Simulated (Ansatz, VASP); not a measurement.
# Cross-check of Cu (Cu slab, plane (2, 1, 0)) between VASP and Ansatz, part 2 of 3

Aim: how closely do two programs agree when they are given the same cell, functional and k mesh? Of the first pair: The structure shown is the start of the Ansatz relaxation below; VASP solves that cell, so the two are compared at the walk's first step.

VASP 6.6.1 and Ansatz 0.2.0.

So far: Set-up; Ansatz: relaxation, PBE.

## Step 3: VASP: single point, PBE, start cell, pair 1

Level of this step: PBE; plane waves and PAW (Cu) (VASP).

The same cell, functional, mesh and smearing now go to VASP, with its own data sets.

Lines of VASP's logs that name or quote its potential files are left out, and so is its time.

The input, INCAR:

```
SYSTEM = Cu
PREC = Accurate
ENCUT = 520
EDIFF = 1E-06
NELM = 120
ISMEAR = -1
SIGMA = 0.1
LREAL = .FALSE.
ALGO = Normal
GGA = PE
NBANDS = 163
LASPH = .TRUE.
LORBIT = 11
LWAVE = .FALSE.
LCHARG = .FALSE.
ISIF = 2
GGA_COMPAT = .FALSE.
KPAR = 4
```

The input, POSCAR:

```
Cu
1.0
    4.4274037203      0.0000000000      0.0000000000
    1.4758012401      3.2999918941      0.0000000000
    0.0000000000      0.0000000000     29.5915814808
Cu
24
Direct
    0.2000000922      0.9000000443      0.1689669747
    0.8000001358      0.6000000225      0.1962831728
    0.4000000468      0.3000000670      0.2235993708
    0.0000000579      0.0000000614      0.2509155688
    0.6000001315      0.7000000246      0.2782317838
    0.2000000117      0.4000000846      0.3055479818
    0.8000001682      0.1000000063      0.3328641798
    0.4000000143      0.8000000832      0.3601803779
    0.0000001709      0.5000000050      0.3874965928
    0.6000000510      0.2000000649      0.4148127909
    0.2000001246      0.9000000281      0.4421289889
    0.8000001358      0.6000000225      0.4694451869
    0.4000000468      0.3000000670      0.4967614019
    0.0000000579      0.0000000614      0.5240775999
    0.6000001315      0.7000000246      0.5513937979
    0.2000000117      0.4000000846      0.5787099960
    0.8000001682      0.1000000063      0.6060262109
    0.4000000143      0.8000000832      0.6333424090
    0.0000001709      0.5000000050      0.6606586070
    0.6000000510      0.2000000649      0.6879748050
    0.2000001246      0.9000000281      0.7152910200
    0.8000001358      0.6000000225      0.7426072180
    0.4000000468      0.3000000670      0.7699234160
    0.0000000904      0.0000000452      0.7972396141
```

The input, KPOINTS:

```
Automatic mesh
0
Gamma
7 7 1
0 0 0
```

The projector-augmented-wave data sets are Cu (PBE family, release 64).

The run is started by

```sh
$ mpirun -np 4 vasp_std
```

Numbers of over 12 decimals in the logs are rounded to 6 here.

The program printed:

```text
[banner, memory and clock lines left out]
running    4 mpi-ranks, on    1 nodes
 distrk:  each k-point on    1 cores,    4 groups
 distr:  one band on    1 cores,    1 groups

 POSCAR found type information on POSCAR Cu
 POSCAR found :  1 types and      24 ions
|                                                                             |
|               ----> ADVICE to this user running VASP <----                  |
|                                                                             |
|     You have a (more or less) 'large supercell' and for larger cells it     |
|     might be more efficient to use real-space projection operators.         |
|     Therefore, try LREAL= Auto in the INCAR file.                           |
|     Mind: For very accurate calculation, you might also keep the            |
|     reciprocal projection scheme (i.e. LREAL=.FALSE.).                      |
|                                                                             |

 LDA part: xc-table for (Slater+PW92), standard interpolation
 POSCAR, INCAR and KPOINTS ok, starting setup
 FFT: planning ... GRIDC
 FFT: planning ... GRID_SOFT
 FFT: planning ... GRID
 WAVECAR not read
 entering main loop
       N       E                     dE             d eps       ncg     rms          rms(c)
DAV:   1     0.281778869179E+04    0.28178E+04   -0.11062E+05  5216   0.259E+03
DAV:   2     0.425115898923E+03   -0.23927E+04   -0.23081E+04  5216   0.562E+02
DAV:   3    -0.672971735752E+02   -0.49241E+03   -0.45448E+03  5216   0.271E+02
DAV:   4    -0.106107609690E+03   -0.38810E+02   -0.37090E+02  5580   0.104E+02
DAV:   5    -0.107061622690E+03   -0.95401E+00   -0.94908E+00  5704   0.169E+01    0.364E+01
DAV:   6    -0.945774353554E+02    0.12484E+02   -0.21406E+02  5880   0.126E+02    0.185E+01
DAV:   7    -0.867427813880E+02    0.78347E+01   -0.38085E+01  6064   0.717E+01    0.502E+00
DAV:   8    -0.867664996920E+02   -0.23718E-01   -0.94060E+00  6456   0.597E+01    0.288E+00
DAV:   9    -0.866809062621E+02    0.85593E-01   -0.25552E+00  7056   0.304E+01    0.277E+00
DAV:  10    -0.866674064820E+02    0.13500E-01   -0.13537E+00  6336   0.205E+01    0.226E+00
DAV:  11    -0.866168728453E+02    0.50534E-01   -0.34353E-01  6128   0.759E+00    0.130E+00
DAV:  12    -0.865849859275E+02    0.31887E-01   -0.16057E-01  6192   0.660E+00    0.372E-01
DAV:  13    -0.865923253573E+02   -0.73394E-02   -0.82818E-02  5704   0.221E+00    0.233E-01
DAV:  14    -0.865907475987E+02    0.15778E-02   -0.81348E-03  5712   0.119E+00    0.152E-01
[...]
DAV:  21    -0.865894926412E+02   -0.17142E-03   -0.46413E-05  5660   0.916E-02    0.189E-02
DAV:  22    -0.865896612043E+02   -0.16856E-03   -0.22410E-05  5724   0.707E-02    0.126E-02
DAV:  23    -0.865897117250E+02   -0.50521E-04   -0.47418E-05  5792   0.684E-02    0.126E-02
DAV:  24    -0.865897608304E+02   -0.49105E-04   -0.91745E-06  5421   0.372E-02    0.886E-03
DAV:  25    -0.865897948632E+02   -0.34033E-04   -0.11516E-05  5522   0.359E-02    0.369E-03
DAV:  26    -0.865898002612E+02   -0.53980E-05   -0.15783E-06  3616   0.204E-02    0.114E-03
DAV:  27    -0.865898032422E+02   -0.29810E-05   -0.44178E-07  3378   0.687E-03    0.880E-04
DAV:  28    -0.865898040576E+02   -0.81539E-06   -0.16259E-07  3440   0.480E-03
   1 F= -.86589804E+02 E0= -.86468205E+02  d E =-.243199E+00
```

Parts of OUTCAR (step 3):

```text
ion  position               nearest neighbor table
   1  0.200  0.900  0.169-   4 2.56   3 2.56   3 2.56   2 2.56   2 2.56   2 2.56
   2  0.800  0.600  0.196-   3 2.56   4 2.56   4 2.56   1 2.56   1 2.56   5 2.56   1 2.56   3 2.56
                             3 2.56
   3  0.400  0.300  0.224-   2 2.56   1 2.56   1 2.56   4 2.56   4 2.56   4 2.56   6 2.56   2 2.56
                             2 2.56   5 2.56   5 2.56
   4  0.000  0.000  0.251-   1 2.56   2 2.56   2 2.56   5 2.56   5 2.56   3 2.56   3 2.56   7 2.56
                             3 2.56   6 2.56   6 2.56   5 2.56
   5  0.600  0.700  0.278-   6 2.56   8 2.56   7 2.56   7 2.56   4 2.56   4 2.56   2 2.56   3 2.56
                             3 2.56   6 2.56   6 2.56   4 2.56
   6  0.200  0.400  0.306-   5 2.56   7 2.56   7 2.56   8 2.56   8 2.56   9 2.56   4 2.56   4 2.56
                             3 2.56   5 2.56   5 2.56   7 2.56
   7  0.800  0.100  0.333-   8 2.56   6 2.56   6 2.56   5 2.56   5 2.56   4 2.56   9 2.56   9 2.56
                            10 2.56   8 2.56   8 2.56   6 2.56
   8  0.400  0.800  0.360-   7 2.56   9 2.56   9 2.56   5 2.56   6 2.56   6 2.56  11 2.56  10 2.56
                            10 2.56   7 2.56   7 2.56   9 2.56
   9  0.000  0.500  0.387-  10 2.56  12 2.56   8 2.56   8 2.56  11 2.56  11 2.56   6 2.56   7 2.56
                             7 2.56  10 2.56  10 2.56   8 2.56
  10  0.600  0.200  0.415-   9 2.56  11 2.56  11 2.56  12 2.56  12 2.56  13 2.56   8 2.56   8 2.56
                            11 2.56   7 2.56   9 2.56   9 2.56
  11  0.200  0.900  0.442-  10 2.56  10 2.56   9 2.56   9 2.56  12 2.56  12 2.56   8 2.56  12 2.56
                            13 2.56  13 2.56  14 2.56  10 2.56
  12  0.800  0.600  0.469-   9 2.56  13 2.56  11 2.56  11 2.56  10 2.56  10 2.56  11 2.56  14 2.56
                            14 2.56  15 2.56  13 2.56  13 2.56
  13  0.400  0.300  0.497-  16 2.56  12 2.56  14 2.56  14 2.56  15 2.56  15 2.56  14 2.56  11 2.56
                            11 2.56  10 2.56  12 2.56  12 2.56
  14  0.000  0.000  0.524-  15 2.56  15 2.56  16 2.56  16 2.56  13 2.56  13 2.56  17 2.56  13 2.56
                            12 2.56  12 2.56  11 2.56  15 2.56
  15  0.600  0.700  0.551-  16 2.56  14 2.56  14 2.56  13 2.56  13 2.56  12 2.56  17 2.56  17 2.56
                            14 2.56  18 2.56  16 2.56  16 2.56
  16  0.200  0.400  0.579-  15 2.56  13 2.56  17 2.56  17 2.56  14 2.56  14 2.56  19 2.56  18 2.56
                            18 2.56  15 2.56  15 2.56  17 2.56
  17  0.800  0.100  0.606-  18 2.56  16 2.56  16 2.56  20 2.56  19 2.56  19 2.56  14 2.56  15 2.56
                            15 2.56  18 2.56  18 2.56  16 2.56
  18  0.400  0.800  0.633-  17 2.56  19 2.56  19 2.56  20 2.56  20 2.56  21 2.56  16 2.56  16 2.56
                            15 2.56  17 2.56  17 2.56  19 2.56
  19  0.000  0.500  0.661-  20 2.56  18 2.56  18 2.56  17 2.56  17 2.56  16 2.56  21 2.56  21 2.56
                            22 2.56  20 2.56  20 2.56  18 2.56
  20  0.600  0.200  0.688-  19 2.56  17 2.56  18 2.56  18 2.56  21 2.56  21 2.56  23 2.56  22 2.56
                            22 2.56  19 2.56  19 2.56  21 2.56
  21  0.200  0.900  0.715-  24 2.56  23 2.56  23 2.56  20 2.56  20 2.56  22 2.56  22 2.56  18 2.56
                            22 2.56  19 2.56  19 2.56  20 2.56
  22  0.800  0.600  0.743-  23 2.56  24 2.56  24 2.56  21 2.56  21 2.56  21 2.56  19 2.56  23 2.56
                            23 2.56  20 2.56  20 2.56
  23  0.400  0.300  0.770-  22 2.56  21 2.56  21 2.56  24 2.56  24 2.56  20 2.56  24 2.56  22 2.56
                            22 2.56
  24  0.000  0.000  0.797-  21 2.56  22 2.56  22 2.56  23 2.56  23 2.56  23 2.56

  LATTYP: Found a base centered orthorhombic cell.
 ALAT       =     3.6149600000
 B/A-ratio  =     2.2360679775
 C/A-ratio  =     8.1858669200

 Subroutine GETGRP returns: Found  4 space group operations
 (whereof  2 operations were pure point group operations)

The static configuration has the point symmetry C_1h.
 The point group associated with its full space group is C_2h.

 Found     16 irreducible k-points:

   k-points           NKPTS =     16   k-points in BZ     NKDIM =     16   number of bands    NBANDS=    163

   dimension x,y,z NGX =    36 NGY =   28 NGZ =  224
   dimension x,y,z NGXF=    72 NGYF=   56 NGZF=  448

   ENCUT  =  520.0 eV  38.22 Ry    6.18 a.u.   8.23  6.72 55.02*2*pi/ulx,y,z

   NELECT =     264.0000    total number of electrons

 k-points in reciprocal lattice and weights: Automatic mesh
   0.00000000  0.00000000  0.00000000       0.020
   0.14285714  0.00000000  0.00000000       0.041
   0.28571429 -0.00000000  0.00000000       0.041
   0.42857143  0.00000000  0.00000000       0.041
   0.00000000  0.14285714  0.00000000       0.082
   0.28571429  0.14285714  0.00000000       0.082
   0.42857143  0.14285714  0.00000000       0.082
  -0.42857143  0.14285714  0.00000000       0.041
   0.00000000  0.28571429  0.00000000       0.082
[...]
-0.42857143  0.42857143  0.00000000       0.082
  -0.28571429  0.42857143  0.00000000       0.041

 average (electrostatic) potential at core
       1 -67.1207       2 -67.4487       3 -67.6757       4 -67.7506       5 -67.7441
       6 -67.7709       7 -67.7517       8 -67.7650       9 -67.7684      10 -67.7630
      11 -67.7601      12 -67.7668      13 -67.7668      14 -67.7601      15 -67.7630
      16 -67.7684      17 -67.7650      18 -67.7516      19 -67.7708      20 -67.7440
      21 -67.7505      22 -67.6756      23 -67.4487      24 -67.1206

 E-fermi :   3.5306

 k-point     1 :       0.0000    0.0000    0.0000
  band No.  band energies     occupation
    ...
    125       2.1147      2.00000
    126       2.1580      2.00000
    127       2.1590      2.00000
    128       2.5607      1.99988
    129       3.3040      1.81207
    130       4.3142      0.00079
    131       5.1106      0.00000
    132       5.2995      0.00000
    133       5.4676      0.00000
    134       5.4995      0.00000
    ...

 k-point     2 :       0.1429    0.0000    0.0000
  band No.  band energies     occupation
    ...
    126       2.1558      2.00000
    127       2.1570      2.00000
    128       2.6151      1.99979
    129       3.3821      1.63067
    130       3.4947      1.17772
    131       3.7071      0.29244
    132       4.0052      0.01722
    133       4.4129      0.00029
    134       4.4414      0.00022
    135       5.0465      0.00000
    ...

 k-point     3 :       0.2857   -0.0000    0.0000
  band No.  band energies     occupation
    ...
    129       2.3970      1.99998
    130       2.6709      1.99963
    131       2.8261      1.99826
    132       3.0234      1.98753
    133       3.5036      1.13396
    134       3.7093      0.28685
    135       4.2184      0.00206
    136       4.7372      0.00001
    137       5.1090      0.00000
    138       5.7910      0.00000
    ...

  Total        0.2818804     -0.4199808      1.5495625     -0.3923523     -0.0500030      0.1118100
  in kB        1.0445887     -1.5563591      5.7423479     -1.4539740     -0.1853003      0.4143440
  external PRESSURE =       1.7435258 kB  Pullay stress =       0.0000000 kB

  energy-cutoff  :      520.00
  volume of cell :      432.34
      direct lattice vectors                 reciprocal lattice vectors
     4.427403720  0.000000000  0.000000000     0.225866007 -0.101010349  0.000000000
     1.475801240  3.299991894  0.000000000     0.000000000  0.303031047  0.000000000
     0.000000000  0.000000000 29.591581481     0.000000000  0.000000000  0.033793395

 POSITION                                       TOTAL-FORCE (eV/Angst)
 -----------------------------------------------------------------------------------
      2.21370      2.96999      5.00000        -0.028427      0.012713      0.497086
      4.42740      1.98000      5.80833         0.020646     -0.009233     -0.126885
      2.21370      0.99000      6.61666         0.006654     -0.002976     -0.430643
      0.00000      0.00000      7.42499        -0.020909      0.009351     -0.182587
      3.68950      2.30999      8.23332        -0.001226      0.000548      0.033179
      1.47580      1.32000      9.04165         0.011561     -0.005170      0.017552
      3.68950      0.33000      9.84998         0.016107     -0.007203     -0.029890
      2.95160      2.63999     10.65831         0.003308     -0.001479     -0.003919
      0.73790      1.65000     11.46664         0.004280     -0.001914     -0.004270
      2.95160      0.66000     12.27497        -0.006830      0.003054     -0.015512
      2.21370      2.96999     13.08330        -0.006678      0.002987      0.039565
      4.42740      1.98000     13.89163        -0.005658      0.002530      0.019740
      2.21370      0.99000     14.69996         0.005658     -0.002530     -0.019740
      0.00000      0.00000     15.50828         0.006678     -0.002987     -0.039565
      3.68950      2.30999     16.31661         0.006830     -0.003054      0.015512
      1.47580      1.32000     17.12494        -0.004280      0.001914      0.004270
      3.68950      0.33000     17.93327        -0.003308      0.001479      0.003919
      2.95160      2.63999     18.74160        -0.016107      0.007203      0.029890
      0.73790      1.65000     19.54993        -0.011561      0.005170     -0.017552
      2.95160      0.66000     20.35826         0.001226     -0.000548     -0.033179
      2.21370      2.96999     21.16659         0.020909     -0.009351      0.182587
      4.42740      1.98000     21.97492        -0.006654      0.002976      0.430643
      2.21370      0.99000     22.78325        -0.020646      0.009233      0.126885
      0.00000      0.00000     23.59158         0.028427     -0.012713     -0.497086
 -----------------------------------------------------------------------------------
    total drift:                               -0.000092     -0.001100      0.000625

  FREE ENERGIE OF THE ION-ELECTRON SYSTEM (eV)
  ---------------------------------------------------
  free  energy   TOTEN  =       -86.5898040576 eV

  energy  without entropy=      -86.3466052950  energy(sigma->0) =      -86.46820468

 total charge
# of ion       s       p       d       tot
------------------------------------------
    1        0.434   0.183   9.243   9.860
    2        0.441   0.293   9.193   9.927
    3        0.442   0.355   9.173   9.970
    4        0.445   0.378   9.174   9.996
    5        0.446   0.380   9.175  10.001
    6        0.446   0.384   9.171  10.001
    7        0.448   0.382   9.173  10.003
    8        0.448   0.382   9.172  10.002
    9        0.447   0.382   9.173  10.002
   10        0.446   0.382   9.173  10.002
   11        0.448   0.382   9.173  10.003
   12        0.448   0.384   9.170  10.002
   13        0.448   0.384   9.170  10.002
   14        0.448   0.382   9.173  10.003
   15        0.446   0.382   9.173  10.002
   16        0.447   0.382   9.173  10.002
   17        0.448   0.382   9.172  10.002
   18        0.448   0.382   9.173  10.003
   19        0.446   0.384   9.171  10.001
   20        0.446   0.380   9.175  10.001
   21        0.445   0.378   9.174   9.996
   22        0.442   0.355   9.173   9.970
   23        0.441   0.293   9.193   9.927
   24        0.434   0.183   9.243   9.860
--------------------------------------------------
tot         10.676   8.535 220.326 239.537

[... 3 further parts left out ...]
```

## Step 4: Differences

Known differences besides the potentials themselves: the data sets hold 456 valence electrons in Ansatz (on its PAW soft_1 files) and 264 in VASP; the cutoff is 420 eV in Ansatz and 520 eV in VASP. Total energies have different zeros and are not compared.

Forces on 7 of the 24 atoms, those with the largest forces and the largest differences (eV/Å; atoms numbered as in POSCAR):

```csv
atom,"Ansatz x, y, z","VASP x, y, z"
Cu1,"-0.028, 0.012, 0.536","-0.028, 0.013, 0.497"
Cu3,"0.005, -0.002, -0.426","0.007, -0.003, -0.431"
Cu4,"-0.023, 0.010, -0.182","-0.021, 0.009, -0.183"
Cu21,"0.023, -0.010, 0.182","0.021, -0.009, 0.183"
Cu22,"-0.005, 0.002, 0.426","-0.007, 0.003, 0.431"
Cu23,"-0.024, 0.011, 0.107","-0.021, 0.009, 0.127"
Cu24,"0.028, -0.012, -0.536","0.028, -0.013, -0.497"
```

The forces differ by 7.4 meV/Å r.m.s., which is 6.3 % of the r.m.s. force of 0.117 eV/Å (both taken over all components). Where the cell holds vacuum, a pressure given here is an average over it and none of the material.

## Step 5: Ansatz: relaxation, PBE

This run makes the geometry at which the two programs are then compared.

The structure compared here is the end of the Ansatz relaxation.

This is the run of step 2 again, met here at its other cell.

(Continued in part 3 of 3.)

[Lines on the potential files, build, host, timing and source positions are cut from VASP's logs without a mark.]

[Logs are printed without paths, hosts, clocks, repeated set-up lines and the standing remarks that a program may print on its own settings, such as how far it seeks lower states.]

[Hosts, paths, dates, database ids (printed as entryN), source tags and the programs' standing remarks are cut or masked in the printed files.]
